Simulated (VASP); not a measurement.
Consider the following.

```yaml
crystal:
  lattice:
    - [1.51551, -2.62494, 0.00000]
    - [1.51551, 2.62494, 0.00000]
    - [0.00000, 0.00000, 3.22816]
  atoms:
    - { symbol: Ti, position: [0.00000, 0.00000, 0.00000] }
    - { symbol: B, position: [0.33333, 0.66667, 0.50000] }
    - { symbol: B, position: [0.66667, 0.33333, 0.50000] }
```

Level of theory: PBE GGA with spin-orbit coupling, VASP's PBE PAW potentials (set 64) (plane waves; VASP 6.6.1). Run with 520 eV cut-off, 10×10×9 Γ-centred mesh, Gaussian smearing of 0.050 eV, potentials Ti_sv B.

Task: Predict the energy per atom (σ→0), band gap (over mesh and band path) with the smallest direct gap where there is one.

Result: 
* **band gap (over mesh and band path)**: none (metal, semimetal or under 0.01 eV)
* **energy per atom (σ→0)**: -8.144 eV/atom

The absolute energy has meaning only against runs of the same code, potentials and settings.

The compound is TiB2 in the AlB2 type structure. It was relaxed first.
